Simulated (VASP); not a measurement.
Calculation: PBE GGA, VASP's PBE PAW potentials (set 64) (plane waves; VASP 6.6.1).

VASP input:

File POSCAR:
```
LiF
1
    0.0000000000     2.0277431141     2.0277431141
    2.0277431141     0.0000000000     2.0277431141
    2.0277431141     2.0277431141     0.0000000000
Li F
1 1
Direct
  0.0000000000   0.0000000000   0.0000000000
  0.5000000000   0.5000000000   0.5000000000
```

**KPOINTS**
```
Automatic mesh
0
Gamma
11 11 11
0 0 0
```

**INCAR**
```
ALGO = Normal
EDIFF = 1E-6
EDIFFG = -0.02
ENCUT = 620
GGA = PE
IBRION = 2
ISIF = 3
ISMEAR = 0
LASPH = .TRUE.
LCHARG = .FALSE.
LREAL = .FALSE.
LWAVE = .FALSE.
NELM = 100
NSW = 40
PREC = Accurate
PSTRESS = 50
SIGMA = 0.05
SYSTEM = LiF
```

POTCAR, in this order: Li_sv F (PBE.64 set). Program: vasp_std.

The resulting files:

### OUTCAR
```
 ion  position               nearest neighbor table
   1  0.000  0.000  0.000-   2 2.03   2 2.03   2 2.03   2 2.03   2 2.03   2 2.03
   2  0.500  0.500  0.500-   1 2.03   1 2.03   1 2.03   1 2.03   1 2.03   1 2.03
  LATTYP: Found a face centered cubic cell.
 ALAT       =     4.0554862282
 Subroutine PRICEL returns:
 Original cell was already a primitive cell.
 Subroutine GETGRP returns: Found 48 space group operations
The static configuration has the point symmetry O_h .
The dynamic configuration has the point symmetry O_h .
 Subroutine INISYM returns: Found 48 space group operations
 Subroutine IBZKPT returns following result:
 Found     56 irreducible k-points:

 Following reciprocal coordinates:
            Coordinates               Weight
  0.000000  0.000000  0.000000      1.000000
  0.090909  0.000000  0.000000      8.000000
  0.181818  0.000000  0.000000      8.000000
  0.272727  0.000000  0.000000      8.000000
  0.363636  0.000000  0.000000      8.000000
  0.454545  0.000000  0.000000      8.000000
  0.090909  0.090909  0.000000      6.000000
  0.181818  0.090909  0.000000     24.000000
  0.272727  0.090909  0.000000     24.000000
  0.363636  0.090909  0.000000     24.000000
  0.454545  0.090909  0.000000     24.000000
 -0.454545  0.090909  0.000000     24.000000
 -0.363636  0.090909  0.000000     24.000000
 -0.272727  0.090909  0.000000     24.000000
 -0.181818  0.090909  0.000000     24.000000
 -0.090909  0.090909  0.000000     12.000000
  0.181818  0.181818  0.000000      6.000000
  0.272727  0.181818  0.000000     24.000000
  0.363636  0.181818  0.000000     24.000000
  0.454545  0.181818  0.000000     24.000000
 -0.454545  0.181818  0.000000     24.000000
 -0.363636  0.181818  0.000000     24.000000
 -0.272727  0.181818  0.000000     24.000000
 -0.181818  0.181818  0.000000     12.000000
...
```

### OSZICAR
```
       N       E                     dE             d eps       ncg     rms          rms(c)
DAV:   1     0.370170004995E+02    0.37017E+02   -0.62725E+03  1040   0.129E+03
DAV:   2    -0.885506638658E+01   -0.45872E+02   -0.44896E+02  1087   0.225E+02
DAV:   3    -0.101379952806E+02   -0.12829E+01   -0.12800E+01  1374   0.368E+01
DAV:   4    -0.101529122611E+02   -0.14917E-01   -0.14912E-01  1282   0.383E+00
DAV:   5    -0.101530233316E+02   -0.11107E-03   -0.11107E-03  1323   0.232E-01    0.454E+00
DAV:   6    -0.963314953585E+01    0.51987E+00   -0.28422E+00  1041   0.131E+01    0.143E+00
DAV:   7    -0.963680088271E+01   -0.36513E-02   -0.18686E-02  1349   0.159E+00    0.866E-01
DAV:   8    -0.964340736472E+01   -0.66065E-02   -0.17007E-02  1389   0.176E+00    0.104E-01
DAV:   9    -0.964349584568E+01   -0.88481E-04   -0.80894E-04  1112   0.323E-01    0.431E-02
DAV:  10    -0.964356982258E+01   -0.73977E-04   -0.15842E-04  1133   0.122E-01    0.639E-03
DAV:  11    -0.964357279135E+01   -0.29688E-05   -0.20539E-06  1358   0.198E-02    0.182E-03
DAV:  12    -0.964357266915E+01    0.12220E-06   -0.55715E-07  1029   0.889E-03
   1 F= -.91231835E+01 E0= -.91231835E+01  d E =-.912318E+01
       N       E                     dE             d eps       ncg     rms          rms(c)
DAV:   1    -0.978254957597E+01   -0.13898E+00   -0.28707E+00  1009   0.178E+01    0.313E+00
DAV:   2    -0.964310994144E+01    0.13944E+00   -0.79646E-01  1030   0.747E+00    0.597E-01
DAV:   3    -0.964014734229E+01    0.29626E-02   -0.50219E-03  1361   0.901E-01    0.341E-01
DAV:   4    -0.963875091622E+01    0.13964E-02   -0.17006E-03  1564   0.437E-01    0.229E-02
DAV:   5    -0.963875565312E+01   -0.47369E-05   -0.70711E-05  1060   0.981E-02    0.749E-03
DAV:   6    -0.963875702970E+01   -0.13766E-05   -0.59027E-06  1333   0.245E-02    0.246E-03
DAV:   7    -0.963875711905E+01   -0.89345E-07   -0.12739E-07   567   0.477E-03
   2 F= -.91386798E+01 E0= -.91386798E+01  d E =-.154963E-01
       N       E                     dE             d eps       ncg     rms          rms(c)
DAV:   1    -0.968664866357E+01   -0.47892E-01   -0.11486E+00  1009   0.113E+01    0.197E+00
DAV:   2    -0.963111669231E+01    0.55532E-01   -0.30775E-01  1033   0.468E+00    0.380E-01
DAV:   3    -0.962993820254E+01    0.11785E-02   -0.18935E-03  1355   0.558E-01    0.213E-01
DAV:   4    -0.962937868623E+01    0.55952E-03   -0.66395E-04  1561   0.274E-01    0.136E-02
DAV:   5    -0.962938182174E+01   -0.31355E-05   -0.26093E-05  1050   0.605E-02    0.469E-03
DAV:   6    -0.962938193977E+01   -0.11803E-06   -0.22768E-06  1151   0.154E-02
   3 F= -.91418207E+01 E0= -.91418207E+01  d E =-.186372E-01
```

### OUTCAR
```
------------------------ aborting loop because EDIFF is reached ----------------------------------------
  FORCE on cell =-STRESS in cart. coord.  units (eV):
  Direction    XX          YY          ZZ          XY          YZ          ZX
  --------------------------------------------------------------------------------------
  Total        0.4741054      0.4741054      0.4741054     -0.0000000      0.0000000     -0.0000000
  in kB       48.6200936     48.6200936     48.6200936     -0.0000000      0.0000000     -0.0000000
  external PRESSURE =      -1.3799064 kB  Pullay stress =      50.0000000 kB
  volume of cell :       15.62
      direct lattice vectors                 reciprocal lattice vectors
     0.000000000  1.984174721  1.984174721    -0.251993937  0.251993937  0.251993937
     1.984174721  0.000000000  1.984174721     0.251993937 -0.251993937  0.251993937
     1.984174721  1.984174721 -0.000000000     0.251993937  0.251993937 -0.251993937
  FREE ENERGIE OF THE ION-ELECTRON SYSTEM (eV)
  ---------------------------------------------------
  free  energy   TOTEN  =        -9.6293819398 eV

  energy  without entropy=       -9.6293819398  energy(sigma->0) =       -9.62938194
  enthalpy is  TOTEN    =        -9.1418207206 eV   P V=        0.4875612191

 reached required accuracy - stopping structural energy minimisation
```
(Selected blocks of OUTCAR.)

File CONTCAR:
```
LiF
   1.00000000000000
     0.0000000000000000    1.9841747207674345    1.9841747207674345
     1.9841747207674345    0.0000000000000000    1.9841747207674345
     1.9841747207674345    1.9841747207674345   -0.0000000000000000
  Li              F
     1     1
Direct
     0.0000000000000000    0.0000000000000000    0.0000000000000000
     0.5000000000000000    0.5000000000000000    0.5000000000000000
```

### OUTCAR
```
 val. band max:       -0.7464509977   @ k =   0.0000   0.0000   0.0000

 cond. band min:       8.7499406886   @ k =   0.0000   0.0000   0.0000


 Fermi energy:        -0.4489245777

 k-point     1 :       0.0000    0.0000    0.0000
  band No.  band energies     occupation
      1     -41.5617      2.00000
      2     -20.8460      2.00000
      3      -0.7465      2.00000
      4      -0.7465      2.00000
      5      -0.7465      2.00000
      6       8.7499      0.00000
      7      23.8221      0.00000
      8      23.8221      0.00000
      9      23.8221      0.00000

 k-point     2 :       0.0909    0.0000    0.0000
  band No.  band energies     occupation
      1     -41.5562      2.00000
      2     -20.8116      2.00000
      3      -0.9986      2.00000
      4      -0.7672      2.00000
      5      -0.7672      2.00000
      6       8.9928      0.00000
      7      21.2394      0.00000
      8      22.6166      0.00000
      9      22.6166      0.00000

 k-point     3 :       0.1818    0.0000    0.0000
  band No.  band energies     occupation
      1     -41.5411      2.00000
      2     -20.7169      2.00000
      3      -1.6261      2.00000
      4      -0.8212      2.00000
      5      -0.8212      2.00000
      6       9.5549      0.00000
      7      18.8487      0.00000
      8      21.1990      0.00000
      9      21.1990      0.00000

 k-point     4 :       0.2727    0.0000    0.0000
  band No.  band energies     occupation
      1     -41.5214      2.00000
      2     -20.5879      2.00000
      3      -2.3699      2.00000
      4      -0.8896      2.00000
      5      -0.8896      2.00000
      6      10.0736      0.00000
      7      17.3049      0.00000
      8      19.9479      0.00000
      9      19.9479      0.00000

 k-point     5 :       0.3636    0.0000    0.0000
  band No.  band energies     occupation
      1     -41.5033      2.00000
      2     -20.4640      2.00000
      3      -3.0002      2.00000
...
```

Energy and stress use the plane-wave basis of the starting cell.

The compound is LiF in the rock salt structure. This run relaxes it under an external pressure of 5 GPa. Symmetry was kept, so distortions that lower it aren't found.
